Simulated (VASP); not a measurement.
Input:

```xyz
3
Lattice="1.5674 0.9049 6.6920 -1.5674 0.9049 6.6920 0.0000 -1.8098 6.6920" Properties=species:S:1:pos:R:3 pbc="T T T"
Re     0.0000     0.0000     0.0000
Se     0.0000     0.0000     4.9184
Se     0.0000     0.0000    15.1576
```

Computed with PBEsol GGA, VASP's PBE PAW potentials (set 64) (plane waves; VASP). Numerical set-up: 400 eV cut-off, 13×13×13 Γ-centred mesh, tetrahedra with Blöchl corrections, potentials Re Se.

The cores are frozen, which limits the accuracy of field gradients.

Question: Give the principal components of the electric field gradient (V/Å²) and the asymmetry η at each nucleus.

Answer: 
```
atom   Vxx   Vyy     Vzz     η
----  ----  ----  ------  ----
Re1   66.3  66.3  -132.6  0.00
Se2   31.9  31.9   -63.9  0.00
Se3   31.9  31.9   -63.9  0.00
```

The structure was generated: ReSe2 was put into the CdCl2 type (R-3m), which need not be its known phase. It was relaxed first, which changed the volume by -27 %.
